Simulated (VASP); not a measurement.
Level of theory: PBE GGA, VASP's PBE PAW potentials (set 64) (plane waves; VASP 6.6.1).

A VASP calculation is set up with these files.

### INCAR
```
SYSTEM  =  Cd4S3Te
PREC  =  Accurate; ENCUT  =  400; LREAL  =  F
LASPH  =  T; ICHARG  =  11
EDIFF  =  1E-6; NELM  =  100; ALGO  =  Normal
LMAXMIX  =  4
ISMEAR  =  0; SIGMA  =  0.05
GGA  =  PE
LWAVE  =  F; LCHARG  =  F
```

File KPOINTS:
```
k-points along high-symmetry lines
15
Line-mode
Reciprocal
  0.000000   0.000000   0.000000 ! GAMMA
  0.000000   0.500000   0.000000 ! X

  0.000000   0.500000   0.000000 ! X
  0.500000   0.500000   0.000000 ! M

  0.500000   0.500000   0.000000 ! M
  0.000000   0.000000   0.000000 ! GAMMA

  0.000000   0.000000   0.000000 ! GAMMA
  0.500000   0.500000   0.500000 ! R

  0.500000   0.500000   0.500000 ! R
  0.000000   0.500000   0.000000 ! X

  0.500000   0.500000   0.500000 ! R
  0.500000   0.500000   0.000000 ! M
```

**POSCAR**
```
Cd4S3Te
6.0937180
  0.9999999285   0.0000000000   0.0000000000
  0.0000000000   0.9999999285   0.0000000000
  0.0000000000   0.0000000000   0.9999999285
Cd Te S
4 1 3
Cartesian
  0.9860133864   0.9860133864   0.9860133864
  0.5139865063   0.5139865063   0.9860133864
  0.5139865063   0.9860133864   0.5139865063
  0.9860133864   0.5139865063   0.5139865063
  0.2499999821   0.2499999821   0.2499999821
  0.7499999464   0.7499999464   0.2499999821
  0.7499999464   0.2499999821   0.7499999464
  0.2499999821   0.7499999464   0.7499999464
```

POTCAR, in this order: Cd Te S (PBE.64 set). Program: vasp_std. Read from the step before: CHGCAR.

What VASP printed:

OSZICAR:
```
       N       E                     dE             d eps       ncg     rms          rms(c)
DAV:   1     0.434997699762E+03    0.43500E+03   -0.30304E+04  7748   0.123E+03
DAV:   2     0.388971356680E+01   -0.43111E+03   -0.42334E+03  8743   0.333E+02
DAV:   3    -0.218456503337E+02   -0.25735E+02   -0.25596E+02  9020   0.796E+01
DAV:   4    -0.222199998916E+02   -0.37435E+00   -0.37384E+00  9185   0.887E+00
DAV:   5    -0.222259805414E+02   -0.59806E-02   -0.59792E-02  8951   0.105E+00
DAV:   6    -0.222261619559E+02   -0.18141E-03   -0.18140E-03  9494   0.168E-01
DAV:   7    -0.222261661831E+02   -0.42272E-05   -0.42271E-05  8943   0.240E-02
DAV:   8    -0.222261663439E+02   -0.16083E-06   -0.16076E-06  6510   0.447E-03
   1 F= -.22226166E+02 E0= -.22226166E+02  d E =-.483746E-14
```

**OUTCAR**
```
 val. band max:        1.3284963926   @ k =   0.0000   0.0000   0.0000

 cond. band min:       2.0009901623   @ k =   0.0000   0.0000   0.0000



 k-point     1 :       0.0000    0.0000    0.0000
  band No.  band energies     occupation
      1     -10.8104      2.00000
      2     -10.4504      2.00000
      3     -10.4504      2.00000
      4      -8.9680      2.00000
      5      -6.4858      2.00000
      6      -6.4858      2.00000
      7      -6.4858      2.00000
      8      -6.3193      2.00000
      9      -6.3193      2.00000
     10      -6.3193      2.00000
     11      -6.2641      2.00000
     12      -6.2641      2.00000
     13      -6.2641      2.00000
     14      -6.1991      2.00000
     15      -6.1991      2.00000
     16      -6.1991      2.00000
     17      -6.1443      2.00000
     18      -6.1443      2.00000
     19      -6.0780      2.00000
     20      -6.0780      2.00000
     21      -6.0780      2.00000
     22      -5.7370      2.00000
     23      -5.7370      2.00000
     24      -5.6900      2.00000
     25      -2.6065      2.00000
     26      -2.6065      2.00000
     27      -2.6065      2.00000
     28      -0.6118      2.00000
     29      -0.6118      2.00000
     30      -0.6118      2.00000
     31      -0.3775      2.00000
     32      -0.3775      2.00000
     33      -0.3775      2.00000
     34       1.3285      2.00000
     35       1.3285      2.00000
     36       1.3285      2.00000
     37       2.0010      0.00000
     38       4.4898      0.00000
     39       4.7218      0.00000
     40       4.7218      0.00000
     41       5.0487      0.00000
     42       5.0487      0.00000
     43       5.0487      0.00000

 k-point     2 :       0.0000    0.0357    0.0000
  band No.  band energies     occupation
      1     -10.8093      2.00000
      2     -10.4513      2.00000
      3     -10.4504      2.00000
      4      -8.9682      2.00000
      5      -6.4854      2.00000
      6      -6.4854      2.00000
...
```

The density is held fixed in this step, so its total energy and stress have no physical meaning. Unless said otherwise, spin-orbit coupling is left out, though it shifts the bands of the heavy elements here.

The structure was generated: Cd4S3Te was put into an ordered model structure (P-43m), which need not be its known phase. It was relaxed first, which changed the volume by +6 %.
